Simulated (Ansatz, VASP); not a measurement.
## MnS: VASP beside Ansatz

One calculation is typed for both programs; each brings its own data sets and cutoff. How far apart do they land?

Program: Ansatz 0.2.0. Level of theory: plane waves, with VASP 6.6.1 beside it; relaxation of cell and atoms at r2SCAN. Results are calculated unless marked as measured.

The database entry behind the starting cell differs from later determinations by our own check (an axis about 0.2 % short against later determinations), so it need not match the best structure at ambient conditions.

## Step 1: The structure

Symmetry: Fm-3m, No. 225, cubic system. Conventional cell: a = 5.209 Å, b = 5.209 Å, c = 5.209 Å, α = 90.00°, β = 90.00°, γ = 90.00°. Nearest to Mn lie 6 S at 2.60 Å. S has 6 Mn at 2.60 Å nearest. Farther neighbours and most contacts between anions are not listed.

Structure file:

```cif
data_structure
_symmetry_space_group_name_H-M 'P 1'
_symmetry_Int_Tables_number 1
_cell_length_a 3.6833
_cell_length_b 3.6833
_cell_length_c 3.6833
_cell_angle_alpha 60.000
_cell_angle_beta 60.000
_cell_angle_gamma 60.000
_cell_volume 35.33
loop_
_atom_site_label
_atom_site_type_symbol
_atom_site_fract_x
_atom_site_fract_y
_atom_site_fract_z
_atom_site_occupancy
Mn1 Mn 0.00000 0.00000 0.00000 1
S2 S 0.50000 0.50000 0.50000 1
```

## Step 2: Ansatz: relaxation of cell and atoms, r2SCAN

Ansatz runs on its default PAW (the set named soft_2) files.

The relaxed volume is the usual yardstick between codes: its relative difference is about their pressure difference at one cell divided by the bulk modulus.

The input, input.yaml:

```yaml
crystal:
  lattice:
    - [0.0, 2.6045, 2.6045]
    - [2.6045, 0.0, 2.6045]
    - [2.6045, 2.6045, 0.0]
  atoms:
    - { symbol: Mn, position: [0.0, 0.0, 0.0], spin: 4.0 }
    - { symbol: S, position: [0.5, 0.5, 0.5] }
hamiltonian:
  xc: r2scan
  pseudopotentials: { kind: paw }
magnetization:
  spin_polarized: true
kpoints:
  mp_grid: { grid: [7, 7, 7] }
scf:
  occupations: { method: fermi_dirac, width: 0.05 }
relax:
  f_tol: 0.01
  max_steps: 60
  cell: { stress_tol: 0.05 }
output:
  forces: true
  stress: true
```

Command:

```sh
ansatz run input.yaml --threads 4 --pin off --max-ram 9216MiB --backend cpu --events-out ev --progress --plain --runs-dir out
```

Numbers of over 12 decimals in the logs are rounded to 6 here.

What it wrote:

```text
Engine: ansatz 0.2.0, aarch64-unknown-linux-gnu
Pseudopotentials: kind: paw
Pseudopotential: Mn, paw, valence charge 15, recommended cutoff 500 eV (meta_gga), Mn.paw.azcp
Pseudopotential: S, paw, valence charge 6, recommended cutoff 500 eV (meta_gga), S.paw.azcp
Functional definition: r2SCAN
  parameter k0 = 0.174
  parameter k1 = 0.065
  parameter a1 = 4.9479
  exchange = r2scan_x(k0 = k0, k1 = k1, a1 = a1)
  correlation = r2scan_c
Crystal: 2 atoms, lattice volume = 35.335 Å³
Basis set: ecut = 500 eV, 893 PW (Γ), exchange–correlation on 108×108×108 points (64 copies of the dense FFT grid, shifted against one another)
Bands: 17, of which v1, the nominal top of the filled ones, is band 11 counted from 1 (10 counted from 0)
Symmetry: 48 space group operations
Space group: Fm-3m (ITA 225), of the structure as read, at distance tolerance 3.3e-5 Å
Magnetic group: BNS 225.116 (UNI 1618), of the structure as read, at distance tolerance 3.3e-5 Å
k-points: 20 of 343
Non-local potential: Mn, projectors of the file, l = 0: 3, l = 1: 2, l = 2: 3, l = 3: 1
Non-local potential: S, projectors of the file, l = 0: 2, l = 1: 2, l = 2: 2
PAW form: soft (Blöchl's): semilocal exchange-correlation on the pseudo side does not see the compensation charge
PAW frozen core: Mn, regenerated for the run's functional (the file was generated under x = pbe(κ = 0.804, μ = 0.219515), c = pbe(β = 0.066725))
PAW frozen core: S, regenerated for the run's functional (the file was generated under x = pbe(κ = 0.804, μ = 0.219515), c = pbe(β = 0.066725))
PAW one-centre angular grid: Mn, 590 points (default); XC on 160 Gauss nodes
PAW one-centre angular grid: S, 302 points (default); XC on 160 Gauss nodes
Initial density: superposition of atomic densities (chi_scale 0.1, normalization cell, long waves kept (reshape's long-wave potential 0.00 eV rms))
Starting moments: Σ|m| = 4 μB on 1 of 2 sites
Initial wavefunctions: pseudopotential atomic-orbital guess
Functional: x = r2scan, c = r2scan; τ floored in thin density (d = 2e-4 eV/Å³)
SCF iter   1: F=—  HF=-4811.268675 eV  |F-HF|=—  |Δ(HF+E_count)|=         —  Δρ=9.05e-2 (↑9.05e-2 ↓1.95e-2)  dr2=1.91e0  dr2_τ=1.08e-2  dr2_m=8.51e-1  M=4.680 μB ∫|m|=4.680 μB  β_m=1.00  ethr=3.10e-3  ⟨swp⟩=4.5  Hψ=3200  notcnv=0
Mixer restart at iter 1: flushing history
preconditioner: auto → Kerker (q_TF=auto, 2.502 Å⁻¹)  [metal: Δε(μ)=0.037 eV  Ē_g=10.017 eV  σ=0.050 eV  W_gap=0.18  n_scr=14 (ndim 8)  ℏωp=22.5 eV  f_vac=0.000  D(μ)=0.72/eV (n_scr^D=0)]
spin=Collinear: Kerker preconditioning applied to the charge; magnetization (m = ρ↑ − ρ↓) channel mixes plain (no charge-response kernel on spin).
SCF iter   2: F=—  HF=-4811.250430 eV  |F-HF|=—  |Δ(HF+E_count)|=   1.82e-2  Δρ=2.21e-2 (↑2.21e-2 ↓2.16e-2)  dr2=5.86e-1  dr2_τ=1.01e-2  dr2_m=2.21e-3  M=4.779 μB ∫|m|=4.780 μB  β_m=1.00  ethr=3.10e-3  ⟨swp⟩=2.1  Hψ=1551  notcnv=0  defer=20  κ⁻¹=1.0e0(r=1)
SCF iter   3: F=—  HF=-4811.610967 eV  |F-HF|=—  |Δ(HF+E_count)|=   3.61e-1  Δρ=1.19e-2 (↑1.19e-2 ↓9.93e-3)  dr2=1.55e-1  dr2_τ=1.79e-3  dr2_m=7.94e-4  M=4.877 μB ∫|m|=4.877 μB  β_m=1.00  ethr=2.79e-3  ⟨swp⟩=2.4  Hψ=1097  notcnv=0  defer=28  κ⁻¹=9.0e-2(r=2)
SCF iter   4: F=—  HF=-4811.777038 eV  |F-HF|=—  |Δ(HF+E_count)|=         —  Δρ=5.36e-3 (↑5.36e-3 ↓5.14e-3)  dr2=3.18e-2  dr2_τ=4.35e-4  dr2_m=2.26e-4  M=4.955 μB ∫|m|=4.955 μB  β_m=1.00  ethr=7.39e-4  ⟨swp⟩=2.6  Hψ=1481  notcnv=0  defer=28
Mixer restart at iter 4: flushing history
SCF iter   5: F=—  HF=-4811.803569 eV  |F-HF|=—  |Δ(HF+E_count)|=   2.65e-2  Δρ=4.25e-3 (↑4.25e-3 ↓4.19e-3)  dr2=2.18e-2  dr2_τ=2.08e-4  dr2_m=1.24e-4  M=4.960 μB ∫|m|=4.960 μB  β_m=1.00  ethr=1.52e-4  ⟨swp⟩=2.0  Hψ=930  notcnv=0  defer=28  κ⁻¹=1.0e0(r=1)
SCF iter   6: F=—  HF=-4811.847339 eV  |F-HF|=—  |Δ(HF+E_count)|=   4.38e-2  Δρ=2.17e-3 (↑2.14e-3 ↓2.17e-3)  dr2=8.70e-3  dr2_τ=2.68e-5  dr2_m=1.62e-5  M=4.965 μB ∫|m|=4.965 μB  β_m=1.00  ethr=1.04e-4  ⟨swp⟩=2.1  Hψ=1227  notcnv=0  defer=28  κ⁻¹=1.5e-2(r=2)
SCF iter   7: F=—  HF=-4811.852897 eV  |F-HF|=—  |Δ(HF+E_count)|=   5.56e-3  Δρ=1.73e-3 (↑1.41e-3 ↓1.73e-3)  dr2=4.28e-3  dr2_τ=1.95e-5  dr2_m=8.64e-5  M=4.966 μB ∫|m|=4.966 μB  β_m=1.00  ethr=4.14e-5  ⟨swp⟩=1.8  Hψ=771  notcnv=0  defer=28  κ⁻¹=1.2e-2(r=3)
SCF iter   8: F=—  HF=-4811.853732 eV  |F-HF|=—  |Δ(HF+E_count)|=   8.35e-4  Δρ=6.06e-4 (↑6.06e-4 ↓5.50e-4)  dr2=2.74e-4  dr2_τ=4.63e-6  dr2_m=2.54e-5  M=4.967 μB ∫|m|=4.967 μB  β_m=1.00  ethr=2.04e-5  ⟨swp⟩=2.0  Hψ=1163  notcnv=0  defer=28  κ⁻¹=1.0e-2(r=4)
SCF iter   9: F=—  HF=-4811.853327 eV  |F-HF|=—  |Δ(HF+E_count)|=   4.04e-4  Δρ=4.08e-4 (↑4.00e-4 ↓4.08e-4)  dr2=1.01e-4  dr2_τ=3.20e-6  dr2_m=4.80e-7  M=4.967 μB ∫|m|=4.967 μB  β_m=1.00  ethr=1.30e-6  ⟨swp⟩=2.0  Hψ=1021  notcnv=0  defer=28  κ⁻¹=9.4e-4(r=5)
SCF iter  10: F=—  HF=-4811.853753 eV  |F-HF|=—  |Δ(HF+E_count)|=   4.26e-4  Δρ=2.87e-4 (↑2.09e-4 ↓2.87e-4)  dr2=2.63e-5  dr2_τ=1.60e-6  dr2_m=1.12e-6  M=4.967 μB ∫|m|=4.967 μB  β_m=1.00  ethr=4.81e-7  ⟨swp⟩=2.3  Hψ=1045  notcnv=0  defer=28  κ⁻¹=3.9e-4(r=6)
SCF iter  11: F=—  HF=-4811.854097 eV  |F-HF|=—  |Δ(HF+E_count)|=   3.43e-4  Δρ=8.87e-5 (↑8.87e-5 ↓6.80e-5)  dr2=3.82e-6  dr2_τ=9.14e-8  dr2_m=3.43e-7  M=4.966 μB ∫|m|=4.966 μB  β_m=1.00  ethr=1.25e-7  ⟨swp⟩=2.0  Hψ=1101  notcnv=0  defer=28  κ⁻¹=2.8e-5(r=7)
SCF iter  12: F=—  HF=-4811.854122 eV  |F-HF|=—  |Δ(HF+E_count)|=   2.54e-5  Δρ=6.89e-5 (↑6.89e-5 ↓5.49e-5)  dr2=2.81e-6  dr2_τ=6.26e-8  dr2_m=1.41e-7  M=4.966 μB ∫|m|=4.966 μB  β_m=1.00  ethr=1.82e-8  ⟨swp⟩=2.9  Hψ=1017  notcnv=0  defer=28  κ⁻¹=7.6e-6(r=8)
SCF iter  13: F=—  HF=-4811.854153 eV  |F-HF|=—  |Δ(HF+E_count)|=   3.09e-5  Δρ=1.65e-5 (↑1.36e-5 ↓1.65e-5)  dr2=1.04e-7  dr2_τ=7.90e-9  dr2_m=2.89e-8  M=4.966 μB ∫|m|=4.966 μB  β_m=1.00  ethr=1.34e-8  ⟨swp⟩=2.0  Hψ=1102  notcnv=0  defer=28  κ⁻¹=9.3e-7(r=8)
SCF iter  14: F=—  HF=-4811.854152 eV  |F-HF|=—  |Δ(HF+E_count)|=   1.09e-6  Δρ=9.68e-6 (↑9.68e-6 ↓8.08e-6)  dr2=3.40e-8  dr2_τ=1.66e-9  dr2_m=4.67e-9  M=4.966 μB ∫|m|=4.966 μB  β_m=1.00  ethr=4.95e-10  ⟨swp⟩=2.2  Hψ=1103  notcnv=0  defer=28  κ⁻¹=1.6e-6(r=8)
SCF iter  15: F=—  HF=-4811.854154 eV  |F-HF|=—  |Δ(HF+E_count)|=   2.01e-6  Δρ=5.74e-6 (↑5.74e-6 ↓4.98e-6)  dr2=1.04e-8  dr2_τ=5.02e-10  dr2_m=1.95e-9  M=4.966 μB ∫|m|=4.966 μB  β_m=1.00  ethr=1.62e-10  ⟨swp⟩=2.0  Hψ=1103  notcnv=0  defer=28  κ⁻¹=4.8e-7(r=8)
SCF iter  16: F=—  HF=-4811.854155 eV  |F-HF|=—  |Δ(HF+E_count)|=   7.08e-7  Δρ=2.32e-6 (↑2.32e-6 ↓1.96e-6)  dr2=3.17e-9  dr2_τ=4.83e-11  dr2_m=1.38e-10  M=4.966 μB ∫|m|=4.966 μB  β_m=1.00  ethr=4.95e-11  ⟨swp⟩=2.0  Hψ=1103  notcnv=0  defer=28  κ⁻¹=1.8e-6(r=8)
SCF iter  17: F=-4811.854155 eV  HF=-4811.854155 eV  |F-HF|=1.42e-9  |Δ(HF+E_count)|=   6.34e-9  Δρ=1.13e-6 (↑1.13e-6 ↓9.67e-7)  dr2=1.35e-9  dr2_τ=1.25e-11  dr2_m=1.39e-11  M=4.966 μB ∫|m|=4.966 μB  ethr=1.51e-11  ⟨swp⟩=1.0  Hψ=1938  notcnv=0
SCF 1 converged in 17 iterations: F = -4811.854155 eV  dr2 = 1.35e-9
  greatest PAW one-centre occupation: 1.006 electrons in one spin orbital (limit 2), on the Mn atom at site 0 (counted from 0), in its partial waves of l = 1
relax step   1: F+E_penalty+E_count = -4811.85415467 eV  Δ(F+E_penalty+E_count) = +0.000e0 eV  max|allowed force component| = 1.196e-29 eV/Å  Δτ_max = 0.0000 Å  P = +0.293 GPa  Ω = 35.335 Å³  (17 SCF iters, dr2 threshold 1.00e-7 eV, accepted)
[...]
relax step   2: F+E_penalty+E_count = -4811.85420338 eV  Δ(F+E_penalty+E_count) = -4.871e-5 eV  max|allowed force component| = 2.235e-30 eV/Å  Δτ_max = 0.0000 Å  P = +0.014 GPa  Ω = 35.450 Å³  energy of the carried Pulay correction = -6.136e-5 eV  (6 SCF iters, dr2 threshold 2.00e-7 eV, accepted)
[...]
relax step   3: F+E_penalty+E_count = -4811.85428755 eV  Δ(F+E_penalty+E_count) = -8.417e-5 eV  max|allowed force component| = 1.183e-30 eV/Å  Δτ_max = 0.0000 Å  P = +0.016 GPa  Ω = 35.450 Å³  stress off target by 1.55e-2 GPa  SCF on the basis re-selected at this cell (its energy is not comparable with the rows above)  (10 SCF iters)
basis re-selected at this cell: Δ(F+E_penalty+E_count) = -8.417e-5 eV, ΔP = +0.002 GPa vs the last step (what re-selecting the basis moved, of the pressure what is left beyond the Pulay correction that the steps carried, after the strain that the cell walked since its last selection, with what the two solves' SCF thresholds leave and, on support functions, any second-order correction that the steps lacked; it is no m [...]
SCF converged after 10 iterations
Stability not checked: this state was not tested for a lower state beside it, because the mixer in use, unlike msr1, does not test its closes by its own steps (another_mixer; see scf.mixing.algorithm and scf.lower_state_search)
Magnetization: 4.9672 μB (12.9836 up, 8.0164 down)
Absolute magnetization: 4.9671 μB (∫|ρ↑−ρ↓|, with the PAW one-centre terms)
Spin contamination: 0.0146 ħ² per cell (⟨S²⟩ above its minimum at these occupations)
Per-site moments (μB) at R_I (Å): [(4.447100, 1.075526), (0.179503, 1.075526)]
Free energy (F): -4811.854288 eV
Harris-Foulkes:  -4811.854288 eV  (|F-HF|=9.09e-13)
Internal energy: -4811.851637 eV  (E = F + TS)
E sigma→0 (E₀):  -4811.852962 eV
Entropy (-TS):   -0.002650 eV (-1.325 meV/atom)
Fermi energy:    10.296114 eV
--- Per-component energies (eV) ---
  E_band       = -320.286434
  E_kinetic    = 405.918988
  E_local      = -2461.640030  (includes V_loc(G=0)·N_el)
  E_nonlocal   = 284.296409
  E_hartree    = 1010.631856
  E_xc         = -198.940471
  E_vxc        = -251.807374  (∫ρ·V_xc dr)
  E_paw        = -1928.705097  (= ΣΔE_a)
  E_vpaw       = -333.370138  (= ΣTr[D̂ρ^β])
  E_aug_tail   = -0.000003  (compensation charges beyond the density's cutoff)
  E_vtau       = 15.051955  (kinetic-family band-sum trace: ∫τ·v_τ [+ j·A + Jᵃ·Aᵃ] dr)
  E_ewald      = -1923.020479
  E_core_change = -0.392810  (= ΣΔE_core)
  E_smearing   = -0.002650  (= −TS)
  E_closure    = -0.000000  (closes the sum)
  Σ components = -4811.854288   (vs F -4811.854288, Δ=0.00e0)
--- Forces (eV/Å), atoms counted from 1 ---
  atom   1  Mn    -0.00000000     0.00000000     0.00000000
  atom   2  S      0.00000000    -0.00000000     0.00000000
  max |Σ_I F_I| component: 1.58e-30 eV/Å
--- Stress (GPa, compression-positive) ---
        0.015515      -0.000000      -0.000000
       -0.000000       0.015515      -0.000000
        0.000000      -0.000000       0.015515
  P = ⅓ Tr σ = 0.0155 GPa (0.155 kbar)
--- Relaxed structure (2 steps of the walk, 2 accepted, 1 SCFs on fresh bases) ---
  F+E_penalty+E_count = -4811.85428755 eV   max|allowed force component| = 1.183e-30 eV/Å   (the final SCF, on the basis selected at the relaxed cell)
  cell:  # Å, volume = 35.4504 Å³
    - [0, 2.607336, 2.607336]
    - [2.607336, 0, 2.607336]
    - [2.607336, 2.607336, 0]
  atoms:
    - { symbol: Mn, position: [0, 0, 0] }
    - { symbol: S, position: [0.5, 0.5, 0.5] }
```

It took 4.9 s on 4 threads of Arm Neoverse V1, shared host; peak memory 0.45 GiB; 16 s of CPU time.

(Continued in part 2 of 2.)

[Lines on the potential files, build, host, timing and source positions are cut from VASP's logs without a mark.]

[Logs are printed without paths, hosts, clocks, repeated set-up lines and the standing remarks that a program may print on its own settings, such as how far it seeks lower states.]

[Hosts, paths, dates, database ids (printed as entryN), source tags and the programs' standing remarks are cut or masked in the printed files.]
